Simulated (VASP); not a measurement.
An input for Quantum ESPRESSO's pw.x (written as the equivalent of a VASP run, and not itself run):

```
&CONTROL
  calculation = 'relax'
  pseudo_dir = './pseudo'
  outdir = './out'
  tprnfor = .true.
  tstress = .true.
  nstep = 50
  forc_conv_thr = 0.0012
/
&SYSTEM
  ibrav = 0
  nat = 2
  ntyp = 2
  ecutwfc = 62.5
  occupations = 'smearing'
  smearing = 'gaussian'
  degauss = 0.00147
  input_dft = 'pbe'
/
&ELECTRONS
  conv_thr = 7.3e-05
  electron_maxstep = 100
/
&IONS
/
ATOMIC_SPECIES
  Pb 207.200 Pb.upf
  S 32.060 S.upf
CELL_PARAMETERS angstrom
     0.0000000    2.9738610    2.9738610
     2.9738610    0.0000000    2.9738610
     2.9738610    2.9738610    0.0000000
ATOMIC_POSITIONS crystal
  Pb   0.0033070  0.0042660 -0.0168330
  S    0.4966930  0.4957340  0.5168330
K_POINTS automatic
  8 8 8 0 0 0
```

Question: Translate this input to VASP (INCAR, KPOINTS, POSCAR, choice of POTCAR).

Answer: Several could match; the one computed here: 
### KPOINTS
```
Automatic mesh
0
Gamma
8 8 8
0 0 0
```

File POSCAR:
```
PbS
1
    0.0000000000     2.9738610000     2.9738610000
    2.9738610000     0.0000000000     2.9738610000
    2.9738610000     2.9738610000     0.0000000000
Pb S
1 1
Direct
  0.0033070000   0.0042660000  -0.0168330000
  0.4966930000   0.4957340000   0.5168330000
```

**INCAR**
```
# general
SYSTEM  = PbS
PREC    = Accurate
ENCUT   = 300
LREAL   = F
LASPH   = T   # aspherical one-centre terms

# electronic loop
EDIFF   = 1E-03   # SCF stop (eV)
NELM    = 100   # most electronic steps
ALGO    = Normal   # blocked Davidson
LMAXMIX = 4   # l cut-off of mixed one-centre charges

# smearing
ISMEAR  = 0   # Gaussian
SIGMA   = 0.02   # width (eV)

# functional
GGA     = PE   # PBE

# ions
IBRION  = 2   # conjugate gradients
NSW     = 50   # most ionic steps
ISIF    = 2   # forces and stress, cell fixed
EDIFFG  = -0.03   # ionic stop

# output
LWAVE   = F
LCHARG  = F
```

POTCAR, in this order: Pb_d S (PBE.64 set). Program: vasp_std.

What does not carry over: the potentials are each code's own (VASP's PAW set, PseudoDojo norm-conserving files in pw.x), so ENCUT and ecutwfc are chosen apart and not converted; conv_thr bounds pw.x's estimated SCF error, while EDIFF bounds the energy change between steps; forc_conv_thr acts on force components and is met together with etot_conv_thr.

The structure is a typed PbS crystal. In the starting cell atoms are displaced from their ideal sites. This run relaxes the ions in a fixed cell. The run is one of a series of settings (EDIFF = 1E-03, EDIFFG = -0.03, IBRION = 2, NSW = 50 against the base run), some of them coarse on purpose.
